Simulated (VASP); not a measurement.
OSZICAR of a VASP run on AuZn (CsCl type):

### OSZICAR
```
       N       E                     dE             d eps       ncg     rms          rms(c)
DAV:   1     0.133547018474E+03    0.13355E+03   -0.11864E+04  2560   0.195E+03
DAV:   2     0.429181181984E+01   -0.12926E+03   -0.12504E+03  2695   0.347E+02
DAV:   3     0.490250652342E-01   -0.42428E+01   -0.42261E+01  2947   0.711E+01
DAV:   4     0.220875769255E-01   -0.26937E-01   -0.26937E-01  2961   0.504E+00
DAV:   5     0.217666644680E-01   -0.32091E-03   -0.32091E-03  3080   0.550E-01    0.753E+00
DAV:   6     0.475175108694E+00    0.45341E+00   -0.17003E+00  2576   0.155E+01    0.479E+00
DAV:   7     0.497338749941E+00    0.22164E-01   -0.33483E-02  3431   0.398E+00    0.264E+00
DAV:   8     0.505587503142E+00    0.82488E-02   -0.10046E-02  3034   0.121E+00    0.141E-01
DAV:   9     0.505548211011E+00   -0.39292E-04   -0.40622E-04  2890   0.244E-01    0.703E-02
DAV:  10     0.505533154239E+00   -0.15057E-04   -0.49077E-05  3088   0.125E-01    0.159E-02
DAV:  11     0.505533261315E+00    0.10708E-06   -0.12596E-05  2933   0.845E-02    0.411E-03
DAV:  12     0.505533301047E+00    0.39732E-07   -0.27240E-07  2672   0.111E-02
   1 F= 0.50553330E+00 E0= 0.50582372E+00  d E =-.871247E-03
```

Problem. Which electronic solver shows in the log?

Solution. It is blocked Davidson (ALGO = Normal, or the opening steps of other solvers). The INCAR had ALGO = Normal.

Problem. Can the final energy be trusted as converged?

Solution. The run converged. It stopped with EDIFF = 1E-7, NELM = 100 (vdW-DF-cx, plane waves, VASP's PBE PAW potentials (set 64)).

The compound is AuZn in the CsCl type structure. This cell is one point of a volume scan, at 1.06 of the reference volume. The electron count is odd and the run is not spin-polarised, which forces a metal.
